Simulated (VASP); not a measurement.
Calculation: PBE GGA with spin-orbit coupling, VASP's PBE PAW potentials (set 64) (plane waves; VASP).

VASP ran on this input.

**POSCAR**
```
Te
1
    2.2746000000    -3.9397220000     0.0000000000
    2.2746000000     3.9397220000     0.0000000000
    0.0000000000     0.0000000000     6.0486000000
Te
3
Direct
  0.0000000000   0.2630000000   0.6666670000
  0.7370000000   0.7370000000   0.0000000000
  0.2630000000   0.0000000000   0.3333330000
```

### INCAR
```
! general
SYSTEM     = Te
PREC       = Accurate
ENCUT      = 400
LREAL      = F
LASPH      = T

! electronic loop
EDIFF      = 1E-6
NELM       = 100
ALGO       = Normal
LMAXMIX    = 4

! smearing
ISMEAR     = 0
SIGMA      = 0.05

! functional
GGA        = PE
GGA_COMPAT = F

! spin
MAGMOM     = 9*0
LSORBIT    = T

! ions
ISIF       = 2

! output
LWAVE      = F
LCHARG     = F
```

File KPOINTS:
```
Automatic mesh
0
Gamma
4 4 3
0 0 0
```

POTCAR, in this order: Te (PBE.64 set). Program: vasp_ncl.

**Question.** What does the run give for the energy per atom (σ→0)?

**Answer.** 
```
Item                            Value
---------------------  --------------
energy per atom (σ→0)  -3.251 eV/atom
```

OSZICAR:
```
...
DAV:   6    -0.975713235899E+01    0.18466E-01   -0.21947E-02   600   0.101E+00    0.729E+00
DAV:   7    -0.975283462505E+01    0.42977E-02   -0.21883E-02   612   0.101E+00    0.362E+00
DAV:   8    -0.975419958063E+01   -0.13650E-02   -0.51344E-03   620   0.483E-01    0.308E-01
DAV:   9    -0.975377464991E+01    0.42493E-03   -0.12667E-03   584   0.229E-01    0.881E-02
DAV:  10    -0.975384066976E+01   -0.66020E-04   -0.21976E-04   626   0.921E-02    0.409E-02
DAV:  11    -0.975384712239E+01   -0.64526E-05   -0.74781E-06   650   0.194E-02    0.164E-02
DAV:  12    -0.975384755309E+01   -0.43070E-06   -0.19266E-06   560   0.979E-03
   1 F= -.97538476E+01 E0= -.97538476E+01  d E =-.243599E-15  mag=     0.0000    -0.0000     0.0000
```

The compound is Te in the trig structure. The cell was not relaxed at this level.
